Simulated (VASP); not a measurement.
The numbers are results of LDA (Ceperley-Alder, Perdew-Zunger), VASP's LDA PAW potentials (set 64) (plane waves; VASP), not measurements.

The input files of a VASP run:

INCAR:
```
# general
SYSTEM    =  BaTiO3
PREC      =  Accurate
ENCUT     =  520
LREAL     =  .FALSE.
LASPH     =  .TRUE.

# electronic loop
EDIFF     =  1E-8
NELM      =  100
ALGO      =  Normal
LMAXMIX   =  4

# smearing
ISMEAR    =  0
SIGMA     =  0.01

# ions
IBRION    =  8
NSW       =  1

# output
LWAVE     =  .FALSE.
LCHARG    =  .FALSE.

# other
LEPSILON  =  .TRUE.
```

File POSCAR:
```
BaTiO3
1
    3.9525453398     0.0000000000     0.0000000000
    0.0000000000     3.9525453398     0.0000000000
    0.0000000000     0.0000000000     3.9525453398
Ba Ti O
1 1 3
Direct
  0.0000000000   0.0000000000   0.0000000000
  0.5000000000   0.5000000000   0.5000000000
  0.5000000000   0.0000000000   0.5000000000
  0.0000000000   0.5000000000   0.5000000000
  0.5000000000   0.5000000000   0.0000000000
```

### KPOINTS
```
Automatic mesh
0
Gamma
7 7 7
0 0 0
```

POTCAR, in this order: Ba_sv Ti_sv O (LDA.64 set). Program: vasp_std.

The resulting files:

File OSZICAR:
```
...
RMM:  11    -0.197014802386E+00   -0.16882E-05   -0.23338E-06  3990   0.240E-03    0.174E-04
RMM:  12    -0.197014751793E+00    0.50594E-07   -0.11312E-06  4241   0.151E-03    0.132E-04
RMM:  13    -0.197015286599E+00   -0.53481E-06   -0.82694E-07  4368   0.111E-03    0.752E-05
RMM:  14    -0.197015600634E+00   -0.31404E-06   -0.10229E-06  4543   0.795E-04    0.390E-05
RMM:  15    -0.197015701276E+00   -0.10064E-06   -0.32111E-07  4408   0.605E-04    0.387E-05
RMM:  16    -0.197015724585E+00   -0.23309E-07   -0.31635E-07  4642   0.459E-04    0.487E-05
RMM:  17    -0.197015724412E+00    0.17338E-09   -0.51285E-07  4294   0.368E-04    0.608E-05
RMM:  18    -0.197015742129E+00   -0.17717E-07   -0.38395E-07  4070   0.304E-04    0.612E-05
RMM:  19    -0.197015703358E+00    0.38771E-07   -0.47635E-07  3872   0.259E-04    0.802E-05
RMM:  20    -0.197015847964E+00   -0.14461E-06   -0.42825E-07  4353   0.243E-04    0.442E-05
RMM:  21    -0.197015920277E+00   -0.72313E-07   -0.36669E-07  4263   0.210E-04    0.261E-05
RMM:  22    -0.197015936717E+00   -0.16440E-07   -0.43332E-07  4212   0.185E-04    0.242E-05
RMM:  23    -0.197015953215E+00   -0.16498E-07   -0.38246E-07  4066   0.163E-04    0.234E-05
RMM:  24    -0.197016024786E+00   -0.71571E-07   -0.38922E-07  4340   0.158E-04    0.924E-06
RMM:  25    -0.197016040261E+00   -0.15475E-07   -0.41757E-07  3910   0.142E-04    0.754E-06
RMM:  26    -0.197016048144E+00   -0.78825E-08   -0.38115E-07  3628   0.132E-04    0.686E-06
RMM:  27    -0.197016046870E+00    0.12738E-08   -0.41006E-07  2932   0.124E-04    0.762E-06
RMM:  28    -0.197016053697E+00   -0.68276E-08   -0.36867E-07  3326   0.120E-04    0.622E-06
RMM:  29    -0.197016049582E+00    0.41159E-08   -0.38255E-07  2026   0.115E-04    0.659E-06
 Linear response progress:
  Degree of freedom:   2/  4
       N       E                     dE             d eps       ncg     rms          rms(c)
RMM:   1    -0.784638420463E+00   -0.78464E+00    0.66237E+00  2076   0.931E+01
RMM:   2    -0.755986456549E+00    0.28652E-01   -0.17309E-01  3173   0.284E+00    0.261E-01
RMM:   3    -0.753126640489E+00    0.28598E-02   -0.31071E-02  3825   0.755E-01    0.126E-01
RMM:   4    -0.753171556013E+00   -0.44916E-04   -0.12282E-02  4064   0.352E-01    0.297E-02
RMM:   5    -0.753832674200E+00   -0.66112E-03   -0.13425E-03  4351   0.134E-01    0.152E-02
RMM:   6    -0.754320797963E+00   -0.48812E-03   -0.17614E-04  4205   0.532E-02    0.547E-03
RMM:   7    -0.754519473648E+00   -0.19868E-03   -0.68933E-05  4226   0.295E-02    0.157E-03
RMM:   8    -0.754534079312E+00   -0.14606E-04   -0.41846E-05  4333   0.172E-02    0.725E-04
RMM:   9    -0.754539515193E+00   -0.54359E-05   -0.29908E-05  4453   0.107E-02    0.485E-04
RMM:  10    -0.754539095681E+00    0.41951E-06   -0.16952E-05  4409   0.718E-03    0.254E-04
RMM:  11    -0.754538297792E+00    0.79789E-06   -0.13041E-05  4463   0.519E-03    0.835E-05
RMM:  12    -0.754536943541E+00    0.13543E-05   -0.10297E-05  4660   0.403E-03    0.817E-05
RMM:  13    -0.754537500759E+00   -0.55722E-06   -0.89753E-06  4257   0.329E-03    0.504E-05
RMM:  14    -0.754538778779E+00   -0.12780E-05   -0.73052E-06  3953   0.289E-03    0.928E-05
RMM:  15    -0.754537910209E+00    0.86857E-06   -0.65760E-06  4010   0.251E-03    0.672E-05
RMM:  16    -0.754537984856E+00   -0.74647E-07   -0.56047E-06  4356   0.215E-03    0.701E-05
RMM:  17    -0.754538245125E+00   -0.26027E-06   -0.43819E-06  4514   0.190E-03    0.106E-04
RMM:  18    -0.754538332269E+00   -0.87145E-07   -0.42452E-06  4601   0.170E-03    0.121E-04
RMM:  19    -0.754538418605E+00   -0.86336E-07   -0.38473E-06  4375   0.155E-03    0.132E-04
RMM:  20    -0.754538528392E+00   -0.10979E-06   -0.32748E-06  4070   0.143E-03    0.152E-04
RMM:  21    -0.754538529396E+00   -0.10037E-08   -0.31835E-06  3964   0.134E-03    0.149E-04
RMM:  22    -0.754538575168E+00   -0.45772E-07   -0.31529E-06  4079   0.125E-03    0.156E-04
 Linear response progress:
  Degree of freedom:   3/  4
       N       E                     dE             d eps       ncg     rms          rms(c)
RMM:   1    -0.367889711077E+00   -0.36789E+00    0.20149E-01  6093   0.299E+00
RMM:   2    -0.360107735484E+00    0.77820E-02   -0.20796E-02  5630   0.553E-01    0.109E-01
RMM:   3    -0.361607835289E+00   -0.15001E-02   -0.34318E-03  5862   0.215E-01    0.535E-02
RMM:   4    -0.363047137047E+00   -0.14393E-02   -0.10108E-03  5690   0.135E-01    0.157E-02
RMM:   5    -0.363167392776E+00   -0.12026E-03   -0.31803E-04  6697   0.535E-02    0.514E-03
RMM:   6    -0.363187743881E+00   -0.20351E-04   -0.11460E-04  7029   0.272E-02    0.221E-03
RMM:   7    -0.363178854859E+00    0.88890E-05   -0.66327E-05  6955   0.167E-02    0.140E-03
RMM:   8    -0.363180208663E+00   -0.13538E-05    0.13172E-05  6792   0.110E-02    0.546E-04
RMM:   9    -0.363184649056E+00   -0.44404E-05   -0.23581E-05  7214   0.734E-03    0.292E-04
RMM:  10    -0.363186350499E+00   -0.17014E-05   -0.29117E-05  7099   0.516E-03    0.170E-04
RMM:  11    -0.363188066690E+00   -0.17162E-05   -0.10763E-05  7317   0.354E-03    0.101E-04
RMM:  12    -0.363189909835E+00   -0.18431E-05   -0.11399E-05  6674   0.267E-03    0.833E-05
RMM:  13    -0.363189047681E+00    0.86215E-06   -0.91149E-06  6501   0.201E-03    0.108E-04
RMM:  14    -0.363189224551E+00   -0.17687E-06   -0.74228E-06  7396   0.151E-03    0.141E-04
RMM:  15    -0.363189386767E+00   -0.16222E-06   -0.27972E-06  6775   0.114E-03    0.188E-04
RMM:  16    -0.363189441818E+00   -0.55051E-07   -0.30518E-06  7002   0.904E-04    0.194E-04
RMM:  17    -0.363189480704E+00   -0.38885E-07   -0.29149E-06  6817   0.731E-04    0.187E-04
RMM:  18    -0.363189499326E+00   -0.18622E-07   -0.21683E-06  6520   0.597E-04    0.220E-04
 Linear response progress:
  Degree of freedom:   4/  4
       N       E                     dE             d eps       ncg     rms          rms(c)
RMM:   1    -0.376134030766E+00   -0.37613E+00    0.21507E-01  4030   0.348E+00
RMM:   2    -0.364320017980E+00    0.11814E-01   -0.21551E-02  3449   0.844E-01    0.169E-01
RMM:   3    -0.366640788005E+00   -0.23208E-02   -0.75380E-03  3567   0.355E-01    0.900E-02
RMM:   4    -0.368461023406E+00   -0.18202E-02   -0.25565E-03  3678   0.225E-01    0.283E-02
RMM:   5    -0.368761794805E+00   -0.30077E-03   -0.45363E-04  4209   0.844E-02    0.836E-03
RMM:   6    -0.368776066629E+00   -0.14272E-04   -0.10978E-04  4328   0.374E-02    0.537E-03
RMM:   7    -0.368764256211E+00    0.11810E-04   -0.25225E-05  4142   0.177E-02    0.200E-03
RMM:   8    -0.368743729789E+00    0.20526E-04   -0.20493E-05  4022   0.958E-03    0.433E-04
RMM:   9    -0.368745704669E+00   -0.19749E-05   -0.29165E-05  4507   0.477E-03    0.439E-04
RMM:  10    -0.368744940734E+00    0.76393E-06   -0.17103E-05  4194   0.260E-03    0.129E-04
RMM:  11    -0.368743539248E+00    0.14015E-05   -0.15645E-05  4381   0.139E-03    0.336E-05
RMM:  12    -0.368743674058E+00   -0.13481E-06   -0.76108E-06  4518   0.750E-04    0.637E-05
RMM:  13    -0.368743635121E+00    0.38937E-07   -0.45957E-06  4520   0.410E-04    0.416E-05
RMM:  14    -0.368743492572E+00    0.14255E-06   -0.27962E-06  4377   0.240E-04    0.165E-05
RMM:  15    -0.368743490635E+00    0.19366E-08   -0.17868E-06  4697   0.133E-04    0.128E-05
RMM:  16    -0.368743446534E+00    0.44101E-07   -0.90968E-07  4228   0.805E-05    0.511E-06
RMM:  17    -0.368743446393E+00    0.14178E-09   -0.63772E-07  4636   0.479E-05    0.314E-06
RMM:  18    -0.368743442900E+00    0.34928E-08   -0.33080E-07  4449   0.292E-05    0.221E-06
RMM:  19    -0.368743435030E+00    0.78694E-08   -0.24070E-07  4138   0.195E-05    0.195E-06
RMM:  20    -0.368743443560E+00   -0.85291E-08   -0.14098E-07  3881   0.133E-05    0.130E-06
RMM:  21    -0.368743444079E+00   -0.51996E-09   -0.70100E-08  3485   0.883E-06    0.104E-06
 Linear response finished
```

**OUTCAR**
```
------------------------ aborting loop because EDIFF is reached ----------------------------------------

 HEAD OF MICROSCOPIC STATIC DIELECTRIC TENSOR (INDEPENDENT PARTICLE, excluding Hartree and local field effects)
 ------------------------------------------------------
           7.054391    -0.000000     0.000000
          -0.000000     7.054391     0.000000
           0.000000     0.000000     7.054391
 ------------------------------------------------------

 MACROSCOPIC STATIC DIELECTRIC TENSOR (including local field effects in DFT)
 ------------------------------------------------------
           6.814474     0.000000     0.000000
           0.000000     6.814474     0.000000
          -0.000000    -0.000000     6.814474
 ------------------------------------------------------

 PIEZOELECTRIC TENSOR (including local field effects)  for field in x, y, z        (e  Angst)
          XX          YY          ZZ          XY          YZ          ZX
  --------------------------------------------------------------------------------
  x     0.00000     0.00000     0.00000     0.00000     0.00000     0.00000
  y     0.00000     0.00000     0.00000     0.00000     0.00000     0.00000
  z     0.00000     0.00000     0.00000     0.00000     0.00000     0.00000

 PIEZOELECTRIC TENSOR (including local field effects)  for field in x, y, z        (C/m^2)
          XX          YY          ZZ          XY          YZ          ZX
  --------------------------------------------------------------------------------
  x     0.00000     0.00000     0.00000     0.00000     0.00000     0.00000
  y     0.00000     0.00000     0.00000     0.00000     0.00000     0.00000
  z     0.00000     0.00000     0.00000     0.00000     0.00000     0.00000

 BORN EFFECTIVE CHARGES (including local field effects) (in |e|, cummulative output)
 ---------------------------------------------------------------------------------
 ion    1
    1     2.75585     0.00000     0.00000
    2    -0.00000     2.75585     0.00000
    3     0.00000     0.00000     2.75585
 ion    2
    1     7.42007    -0.00000    -0.00000
    2     0.00000     7.42007    -0.00000
    3     0.00000    -0.00000     7.42007
 ion    3
    1    -2.16778    -0.00000    -0.00000
    2     0.00000    -5.84034     0.00000
    3     0.00000     0.00000    -2.16778
 ion    4
    1    -5.84034    -0.00000    -0.00000
    2     0.00000    -2.16778    -0.00000
    3     0.00000     0.00000    -2.16778
 ion    5
    1    -2.16778     0.00000     0.00000
    2     0.00000    -2.16778     0.00000
    3    -0.00000     0.00000    -5.84034

   1 f  =   14.297105 THz    89.831357 2PiTHz  476.900073 cm-1    59.128047 meV
             X         Y         Z           dx          dy          dz
      0.000000  0.000000  0.000000    -0.000000   -0.000000   -0.006429
      1.976273  1.976273  1.976273     0.000000    0.000000    0.145851
      1.976273  0.000000  1.976273    -0.000000    0.000000   -0.478452
      0.000000  1.976273  1.976273     0.000000   -0.000000   -0.478452
      1.976273  1.976273  0.000000    -0.000000   -0.000000    0.721702

   2 f  =   14.297105 THz    89.831357 2PiTHz  476.900073 cm-1    59.128047 meV
             X         Y         Z           dx          dy          dz
      0.000000  0.000000  0.000000     0.000485    0.006411   -0.000000
      1.976273  1.976273  1.976273    -0.011013   -0.145435   -0.000000
      1.976273  0.000000  1.976273     0.036127   -0.719642   -0.000000
      0.000000  1.976273  1.976273    -0.054494    0.477086   -0.000000
      1.976273  1.976273  0.000000     0.036127    0.477086    0.000000

   3 f  =   14.297105 THz    89.831357 2PiTHz  476.900073 cm-1    59.128047 meV
             X         Y         Z           dx          dy          dz
      0.000000  0.000000  0.000000     0.006411   -0.000485   -0.000000
      1.976273  1.976273  1.976273    -0.145435    0.011013    0.000000
      1.976273  0.000000  1.976273     0.477086    0.054494   -0.000000
      0.000000  1.976273  1.976273    -0.719642   -0.036127    0.000000
      1.976273  1.976273  0.000000     0.477086   -0.036127    0.000000

   4 f  =    8.696202 THz    54.639847 2PiTHz  290.074065 cm-1    35.964584 meV
             X         Y         Z           dx          dy          dz
      0.000000  0.000000  0.000000     0.000000    0.000000    0.000000
      1.976273  1.976273  1.976273     0.000000   -0.000000   -0.000000
      1.976273  0.000000  1.976273     0.212951   -0.000000   -0.617693
      0.000000  1.976273  1.976273     0.000000    0.270383    0.617693
      1.976273  1.976273  0.000000    -0.212951   -0.270383    0.000000

   5 f  =    8.696202 THz    54.639847 2PiTHz  290.074065 cm-1    35.964584 meV
             X         Y         Z           dx          dy          dz
      0.000000  0.000000  0.000000    -0.000000   -0.000000    0.000000
      1.976273  1.976273  1.976273     0.000000    0.000000    0.000000
      1.976273  0.000000  1.976273    -0.237954    0.000000   -0.334147
      0.000000  1.976273  1.976273    -0.000000   -0.575954    0.334147
      1.976273  1.976273  0.000000     0.237954    0.575954    0.000000

   6 f  =    8.696202 THz    54.639847 2PiTHz  290.074065 cm-1    35.964584 meV
             X         Y         Z           dx          dy          dz
      0.000000  0.000000  0.000000    -0.000000   -0.000000   -0.000000
      1.976273  1.976273  1.976273    -0.000000    0.000000    0.000000
      1.976273  0.000000  1.976273    -0.630896   -0.000000   -0.082465
      0.000000  1.976273  1.976273    -0.000000    0.308496    0.082465
      1.976273  1.976273  0.000000     0.630896   -0.308496   -0.000000

   7 f  =    5.557577 THz    34.919288 2PiTHz  185.380822 cm-1    22.984282 meV
             X         Y         Z           dx          dy          dz
      0.000000  0.000000  0.000000     0.010114    0.000109    0.641895
      1.976273  1.976273  1.976273    -0.008740   -0.000094   -0.554694
      1.976273  0.000000  1.976273    -0.004899   -0.000050   -0.310923
      0.000000  1.976273  1.976273    -0.004639   -0.000053   -0.310923
      1.976273  1.976273  0.000000    -0.004899   -0.000053   -0.294434

   8 f  =    5.557577 THz    34.919288 2PiTHz  185.380822 cm-1    22.984282 meV
...
```
(Selected blocks of OUTCAR.)

The dielectric response may not be converged in the k-mesh; for small gaps it tends to come out too large.

The compound is BaTiO3 in the cubic perovskite structure, the ideal cubic form; the compound distorts at low or room temperature. It was relaxed first.
